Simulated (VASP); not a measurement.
Output of a VASP run:

File OUTCAR:
```
 ion  position               nearest neighbor table
   1  0.000  0.000  0.000-   3 2.76   4 2.76   5 2.76   3 2.76   4 2.76   4 2.76   5 2.76   4 2.76
                             3 2.76   5 2.76   3 2.76   5 2.76   2 3.38   2 3.38   2 3.38   2 3.38
   2  0.500  0.500  0.500-   3 1.95   4 1.95   5 1.95   5 1.95   3 1.95   4 1.95   1 3.38   1 3.38
                             1 3.38   1 3.38   1 3.38   1 3.38   1 3.38   1 3.38
   3  0.500  0.000  0.500-   2 1.95   2 1.95   1 2.76   1 2.76   1 2.76   1 2.76
   4  0.000  0.500  0.500-   2 1.95   2 1.95   1 2.76   1 2.76   1 2.76   1 2.76
   5  0.500  0.500  0.000-   2 1.95   2 1.95   1 2.76   1 2.76   1 2.76   1 2.76
  LATTYP: Found a simple cubic cell.
 ALAT       =     3.9050000000
 Subroutine PRICEL returns:
 Original cell was already a primitive cell.
 Subroutine GETGRP returns: Found 48 space group operations
The static configuration has the point symmetry O_h .
The dynamic configuration has the point symmetry O_h .
 Subroutine INISYM returns: Found 48 space group operations
 Subroutine IBZKPT returns following result:
 Found     20 irreducible k-points:

 Following reciprocal coordinates:
            Coordinates               Weight
  0.000000  0.000000  0.000000      1.000000
  0.166667  0.000000  0.000000      6.000000
  0.333333  0.000000  0.000000      6.000000
  0.500000  0.000000  0.000000      3.000000
  0.166667  0.166667  0.000000     12.000000
  0.333333  0.166667  0.000000     24.000000
  0.500000  0.166667  0.000000     12.000000
  0.333333  0.333333  0.000000     12.000000
  0.500000  0.333333  0.000000     12.000000
  0.500000  0.500000  0.000000      3.000000
  0.166667  0.166667  0.166667      8.000000
  0.333333  0.166667  0.166667     24.000000
  0.500000  0.166667  0.166667     12.000000
  0.333333  0.333333  0.166667     24.000000
  0.500000  0.333333  0.166667     24.000000
  0.500000  0.500000  0.166667      6.000000
  0.333333  0.333333  0.333333      8.000000
  0.500000  0.333333  0.333333     12.000000
  0.500000  0.500000  0.333333      6.000000
  0.500000  0.500000  0.500000      1.000000
   k-points           NKPTS =     20   k-points in BZ     NKDIM =     20   number of bands    NBANDS=     20
   number of dos      NEDOS =    301   number of ions     NIONS =      5
   total plane-waves  NPLWV =  21952
   dimension x,y,z NGX =    28 NGY =   28 NGZ =   28
   dimension x,y,z NGXF=    56 NGYF=   56 NGZF=   56
   ions per type =               1   1   3
   PREC   = accura    normal or accurate (medium, high low for compatibility)
   ISTART =      0    job   : 0-new  1-cont  2-samecut
   ICHARG =      2    charge: 1-file 2-atom 10-const
   ISPIN  =      1    spin polarized calculation?
   LNONCOLLINEAR =      F non collinear calculations
   LSORBIT =      F    spin-orbit coupling
   INIWAV =      1    electr: 0-lowe 1-rand  2-diag
   ENCUT  =  480.0 eV  35.28 Ry    5.94 a.u.   6.98  6.98  6.98*2*pi/ulx,y,z
   NELM   =    100;   NELMIN=  2; NELMDL= -5     # of ELM steps
   EDIFF  = 0.1E-05   stopping-criterion for ELM
   LREAL  =      F    real-space projection
   NLSPLINE    = F    spline interpolate recip. space projectors
   LMAXMIX     =    4 max onsite mixed and CHGCAR
   VOSKOWN=      0    Vosko Wilk Nusair interpolation
   EDIFFG = -.1E-01   stopping-criterion for IOM
   NSW    =     60    number of steps for IOM
   NBLOCK =      1;   KBLOCK =     60    inner block; outer block
   IBRION =      2    ionic relax: 0-MD 1-quasi-New 2-CG
   NFREE  =      1    steps in history (QN), initial steepest desc. (CG)
   ISIF   =      3    stress and relaxation
   ISYM   =      2    0-nonsym 1-usesym 2-fastsym
   TEIN   =    0.0    initial temperature
   TEBEG  =    0.0;   TEEND  =   0.0 temperature during run
   SMASS  =  -3.00    Nose mass-parameter (am)
   PSTRESS=    0.0 pullay stress
   NELECT =      32.0000    total number of electrons
   EFERMI =   0.00;   METHOD = LEGACY
   ISMEAR =     0;   SIGMA  =   0.05  broadening in eV -4-tet -1-fermi 0-gaus
   IALGO  =     38    algorithm
   LDIAG  =      T    sub-space diagonalisation (order eigenvalues)
   IMIX   =      4    mixing-type and parameters
     AMIX     =   0.40;   BMIX     =  1.00
     AMIX_MAG =   1.60;   BMIX_MAG =  1.00
...
```

### OSZICAR
```
...
DAV:   1     0.299187105312E+03    0.29919E+03   -0.14838E+04   800   0.150E+03
DAV:   2    -0.188111478834E+02   -0.31800E+03   -0.30675E+03  1092   0.354E+02
DAV:   3    -0.490498337284E+02   -0.30239E+02   -0.29926E+02   964   0.124E+02
DAV:   4    -0.501635173270E+02   -0.11137E+01   -0.11125E+01  1344   0.224E+01
DAV:   5    -0.501785675913E+02   -0.15050E-01   -0.15038E-01   988   0.235E+00    0.357E+01
DAV:   6    -0.398269647396E+02    0.10352E+02   -0.57936E+01  1004   0.504E+01    0.163E+01
DAV:   7    -0.398792758673E+02   -0.52311E-01   -0.86165E+00  1024   0.212E+01    0.133E+01
DAV:   8    -0.397023144064E+02    0.17696E+00   -0.15662E+00   948   0.129E+01    0.224E+00
DAV:   9    -0.396472162465E+02    0.55098E-01   -0.26518E-01  1020   0.504E+00    0.526E-01
DAV:  10    -0.396452749626E+02    0.19413E-02   -0.39783E-02  1104   0.139E+00    0.590E-01
DAV:  11    -0.396433545185E+02    0.19204E-02   -0.15373E-02   888   0.134E+00    0.192E-01
DAV:  12    -0.396432293979E+02    0.12512E-03   -0.23912E-03   928   0.400E-01    0.822E-02
DAV:  13    -0.396432106318E+02    0.18766E-04   -0.25012E-04  1108   0.130E-01    0.297E-02
DAV:  14    -0.396432041280E+02    0.65039E-05   -0.33063E-05   948   0.599E-02    0.723E-03
DAV:  15    -0.396432042588E+02   -0.13088E-06   -0.54188E-06   932   0.150E-02
   1 F= -.39643204E+02 E0= -.39643204E+02  d E =-.396432E+02
       N       E                     dE             d eps       ncg     rms          rms(c)
DAV:   1    -0.405087681378E+02   -0.86556E+00   -0.19762E+01   800   0.355E+01    0.869E+00
DAV:   2    -0.399606950015E+02    0.54807E+00   -0.56808E+00  1080   0.201E+01    0.661E+00
DAV:   3    -0.396820062318E+02    0.27869E+00   -0.13566E+00   960   0.124E+01    0.227E+00
DAV:   4    -0.396349628397E+02    0.47043E-01   -0.15839E-01  1080   0.305E+00    0.199E+00
DAV:   5    -0.396357458122E+02   -0.78297E-03   -0.32670E-02  1236   0.947E-01    0.121E+00
DAV:   6    -0.396377805175E+02   -0.20347E-02   -0.73310E-03  1288   0.650E-01    0.341E-01
DAV:   7    -0.396377688663E+02    0.11651E-04   -0.16626E-03  1136   0.237E-01    0.726E-02
DAV:   8    -0.396377640546E+02    0.48117E-05   -0.14768E-04  1064   0.738E-02    0.443E-02
DAV:   9    -0.396377612946E+02    0.27600E-05   -0.55485E-06   960   0.148E-02    0.227E-02
DAV:  10    -0.396377600591E+02    0.12354E-05   -0.21733E-06   692   0.117E-02    0.372E-03
DAV:  11    -0.396377604812E+02   -0.42207E-06   -0.25243E-07   400   0.385E-03
   2 F= -.39637760E+02 E0= -.39637760E+02  d E =0.544378E-02
       N       E                     dE             d eps       ncg     rms          rms(c)
DAV:   1    -0.399225731970E+02   -0.28481E+00   -0.55325E+00   864   0.190E+01    0.432E+00
DAV:   2    -0.397646001967E+02    0.15797E+00   -0.15758E+00  1148   0.112E+01    0.322E+00
DAV:   3    -0.396853349244E+02    0.79265E-01   -0.27554E-01   964   0.521E+00    0.988E-01
DAV:   4    -0.396766279020E+02    0.87070E-02   -0.39423E-02  1208   0.118E+00    0.691E-01
DAV:   5    -0.396770040255E+02   -0.37612E-03   -0.16357E-03  1264   0.258E-01    0.524E-01
DAV:   6    -0.396779161946E+02   -0.91217E-03   -0.15144E-03  1272   0.166E-01    0.127E-01
DAV:   7    -0.396779863559E+02   -0.70161E-04   -0.17541E-04  1284   0.806E-02    0.166E-02
DAV:   8    -0.396779884740E+02   -0.21181E-05   -0.82361E-06   972   0.185E-02    0.588E-03
DAV:   9    -0.396779883034E+02    0.17066E-06   -0.29727E-07   404   0.416E-03
   3 F= -.39677988E+02 E0= -.39677988E+02  d E =-.347840E-01
```

OUTCAR:
```
------------------------ aborting loop because EDIFF is reached ----------------------------------------
  FORCE on cell =-STRESS in cart. coord.  units (eV):
  Direction    XX          YY          ZZ          XY          YZ          ZX
  --------------------------------------------------------------------------------------
  Total       -0.0091021     -0.0091021     -0.0091021     -0.0000000     -0.0000000      0.0000000
  in kB       -0.2373945     -0.2373945     -0.2373945     -0.0000000     -0.0000000      0.0000000
  external PRESSURE =      -0.2373945 kB  Pullay stress =       0.0000000 kB
  volume of cell :       61.43
      direct lattice vectors                 reciprocal lattice vectors
     3.945733417 -0.000000000 -0.000000000     0.253438308  0.000000000 -0.000000000
    -0.000000000  3.945733417 -0.000000000     0.000000000  0.253438308 -0.000000000
     0.000000000  0.000000000  3.945733417     0.000000000  0.000000000  0.253438308
 POSITION                                       TOTAL-FORCE (eV/Angst)
 -----------------------------------------------------------------------------------
      0.00000      0.00000      0.00000         0.000000     -0.000000      0.000000
      1.97287      1.97287      1.97287         0.000000     -0.000000      0.000000
      1.97287      0.00000      1.97287         0.000000      0.000000      0.000000
      0.00000      1.97287      1.97287        -0.000000      0.000000      0.000000
      1.97287      1.97287     -0.00000         0.000000     -0.000000      0.000000
 -----------------------------------------------------------------------------------
    total drift:                                0.000000      0.000000      0.000000
  FREE ENERGIE OF THE ION-ELECTRON SYSTEM (eV)
  ---------------------------------------------------
  free  energy   TOTEN  =       -39.6779883034 eV

  energy  without entropy=      -39.6779883034  energy(sigma->0) =      -39.67798830

 reached required accuracy - stopping structural energy minimisation
```
(Selected blocks of OUTCAR.)

File POSCAR:
```
SrTiO3
1
    3.9050000000     0.0000000000     0.0000000000
    0.0000000000     3.9050000000     0.0000000000
    0.0000000000     0.0000000000     3.9050000000
Sr Ti O
1 1 3
Direct
  0.0000000000   0.0000000000   0.0000000000
  0.5000000000   0.5000000000   0.5000000000
  0.5000000000   0.0000000000   0.5000000000
  0.0000000000   0.5000000000   0.5000000000
  0.5000000000   0.5000000000   0.0000000000
```

**Question.** Reconstruct the remaining input files.

**Answer.** Several could match; the one computed here: the input of the run itself, PBE GGA, plane waves, VASP's PBE PAW potentials (set 64).

### KPOINTS
```
Regular mesh
0
Gamma
 6 6 6
```

INCAR:
```
SYSTEM = SrTiO3
PREC = Accurate; ENCUT = 480; LREAL = .FALSE.
LASPH = .TRUE.
EDIFF = 1E-6; NELM = 100; ALGO = Normal
LMAXMIX = 4
ISMEAR = 0; SIGMA = 0.05
GGA = PE
IBRION = 2; NSW = 60; ISIF = 3
EDIFFG = -0.01
LWAVE = .FALSE.; LCHARG = .FALSE.
```

POTCAR, in this order: Sr_sv Ti O (PBE.64 set). Program: vasp_std.

Energy and stress use the plane-wave basis of the starting cell.

The compound is SrTiO3 in the cubic perovskite structure, the ideal cubic form; the compound distorts at low or room temperature. This run relaxes it. Symmetry was kept, so distortions that lower it aren't found.
